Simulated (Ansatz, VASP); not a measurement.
# One calculation of WO, two programs

```
CELL_PARAMETERS angstrom
0.00000 2.23992 2.23992
2.23992 0.00000 2.23992
2.23992 2.23992 0.00000
ATOMIC_POSITIONS crystal
W 0.00000 0.00000 0.00000
O 0.25000 0.25000 0.25000
```

Alike in both runs: task single point; functional PBE; k mesh 10 × 10 × 10; occupations gaussian, width 0.02 eV; collinear spin; Hubbard terms W d U = 6.2 eV.

|  | VASP | Ansatz |
| --- | --- | --- |
| version | VASP 6.6.1 | Ansatz 0.2.0 |
| potentials or method | VASP PAW PBE potentials, release 64 (W_sv, O) | scalar-relativistic, plane waves, PAW |
| plane-wave cutoff (eV) | 520 | 420 |
| valence electrons in the cell | 20 | 20 |

```tsv
	VASP	Ansatz	Ansatz less VASP
net moment per atom (μB)	0.00	1.00	+1.000
size of the moment on the site where the two differ most (μB)	0.00	0.84	+0.843
```

The net moments differ so much that the two runs ended in different magnetic states, which moves the other rows too. Site moments also hang on the region over which each program counts them. The programs project onto different local orbitals, so the same U acts differently.

 The runs have no spin-orbit coupling, so splittings on W are missing. The state reached can hang on the start; a lower one may exist.
